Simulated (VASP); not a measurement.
Level of theory: PBEsol GGA, VASP's PBE PAW potentials (set 64) (plane waves; VASP).

VASP ran on this input.

File KPOINTS:
```
K-points
0
gamma
  8 8 8
0 0 0
```

### POSCAR
```
ZrO2
1
    0.0000000000     2.5170015220     2.5170015220
    2.5170015220    -0.0000000000     2.5170015220
    2.5170015220     2.5170015220    -0.0000000000
Zr O
1 2
Direct
  0.0000000000   0.0000000000   0.0000000000
  0.2500000000   0.2500000000   0.2500000000
  0.7500000000   0.7500000000   0.7500000000
```

### INCAR
```
SYSTEM = ZrO2
PREC = Accurate
ENCUT = 620
EDIFF = 1E-6
NELM = 100
ALGO = Normal
LREAL = .FALSE.
LASPH = .TRUE.
ISMEAR = 0
SIGMA = 0.05
GGA = PS
LMAXMIX = 4
LWAVE = .FALSE.
LCHARG = .FALSE.
IBRION = 2
ISIF = 3
NSW = 40
EDIFFG = -0.02
PSTRESS = 50
```

POTCAR, in this order: Zr_sv O (PBE.64 set). Program: vasp_std.

**Question.** What will the output report for the number of irreducible k-points (NKPTS), largest plane-wave count, number of space-group operations, FFT grid (NGX, NGY, NGZ)?

**Answer.** 
- number of irreducible k-points (NKPTS) = 29
- largest plane-wave count = 1139
- number of space-group operations = 48
- FFT grid (NGX, NGY, NGZ) = 30 × 30 × 30

The compound is ZrO2 in the fluorite structure, the high-temperature cubic form, which is unstable at 0 K; the monoclinic form is the stable one. It was relaxed first under an external pressure of 5 GPa.
